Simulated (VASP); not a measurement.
Input:

```
LiCl
1.0
    0.00000     2.25250     2.25250
    2.25250     0.00000     2.25250
    2.25250     2.25250     0.00000
Li Cl
1 1
Direct
  0.00000   0.00000   0.00000
  0.50000   0.50000   0.50000
```

All values below come from PBE GGA, VASP's PBE PAW potentials (set 64) (plane waves; VASP). Numerical set-up: 620 eV cut-off, 10×10×10 Γ-centred mesh, Gaussian smearing of 0.050 eV, potentials Li_sv Cl.

Problem. Estimate the energy per atom (σ→0), pressure.

Solution. 
```yaml
energy per atom (σ→0): -3.320 eV/atom
pressure: 30.03 GPa
```

Total energies compare only between runs with the same potentials, cut-off and functional.

The compound is LiCl in the rock salt structure. It was relaxed first under an external pressure of 30 GPa.
